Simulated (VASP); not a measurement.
Here is the system:

```
Ni
1.0
    0.00000     1.75808     1.75808
    1.75808     0.00000     1.75808
    1.75808     1.75808     0.00000
Ni
1
Direct
  0.00000   0.00000   0.00000
```
Starting moments (μB, in the order of the record's atoms Ni): 0.6.

Level of theory: PBE GGA, VASP's PBE PAW potentials (set 64) (plane waves; VASP 6.6.1). Numerical set-up: 520 eV cut-off, Gaussian smearing of 0.050 eV, potentials Ni.

Problem. Give the spin-up energies of bands 1 to 6 at the high-symmetry points, in eV from the Fermi level.

Solution. 
```
band      Γ      X      U      L      W
----  -----  -----  -----  -----  -----
1     -9.02  -4.66  -3.98  -4.85  -3.77
2     -2.44  -4.21  -3.72  -2.42  -3.08
3     -2.44  -0.55  -2.12  -2.42  -3.08
4     -2.44  -0.48  -1.10  -0.61  -1.32
5     -1.26  -0.48  -0.73  -0.61  -0.48
6     -1.26   2.44   5.72  -0.30   7.73
```

Problem. Give the spin-down energies of bands 1 to 6 at the high-symmetry points, in eV from the Fermi level.

Solution. 
| band | Γ | X | U | L | W |
|---|---|---|---|---|---|
| 1 | -9.06 | -4.32 | -3.57 | -4.42 | -3.40 |
| 2 | -1.69 | -3.60 | -3.19 | -1.81 | -2.48 |
| 3 | -1.69 | 0.05 | -1.50 | -1.81 | -2.48 |
| 4 | -1.69 | 0.38 | -0.54 | -0.37 | -0.78 |
| 5 | -0.69 | 0.38 | 0.11 | 0.14 | 0.38 |
| 6 | -0.69 | 2.40 | 5.91 | 0.14 | 7.91 |

It has no gap at this level: it comes out as a metal or semimetal.

The compound is Ni in the fcc structure. It was relaxed first.
